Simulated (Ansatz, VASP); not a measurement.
One calculation of Sb2Au3, two programs

```
Sb Au
1.0
     4.37003    2.52304    2.13410
    -4.37003    2.52304    2.13410
     0.00000   -5.04607    2.13410
Sb Au
2 3
Cartesian
  0.0000 0.0000 4.6065
  0.0000 0.0000 1.7958
  -2.1850 1.2615 1.0671
  0.0000 -2.5230 1.0671
  2.1850 1.2615 1.0671
```

Change from the starting cell: species swapped into the Br2Cl3 type (R-3m, No. 166).

Alike in both runs: functional PBE; k mesh 3 × 3 × 3; occupations gaussian, width 0.1 eV; no spin polarisation.

Ansatz relaxed the structure, and its values are those at the end. VASP's run is a single point on that final structure, the one shown.

```csv
,VASP,Ansatz
version,VASP 6.6.1,Ansatz 0.2.0
potentials or method,"VASP PAW PBE potentials, release 64 (Sb, Au)","scalar-relativistic, plane waves, PAW"
plane-wave cutoff (eV),520,420
valence electrons in the cell,43,87
```

```tsv
	VASP	Ansatz	Ansatz less VASP
gap on the k mesh at the Fermi level (eV)	none	none	-
pressure (GPa)	0.0	0.1	+0.15
rms of the force components (eV/Å)	0.006	0.007	+0.0011
```

A gap of «none» marks a metal or a gap that the smearing closes. The two sets of potentials don't hold the same shells in valence.

Caveats: the k mesh is coarse (spacing up to 0.43 Å⁻¹), so the values aren't converged. Spin-orbit coupling is left out, which matters for the levels of Au, Sb.
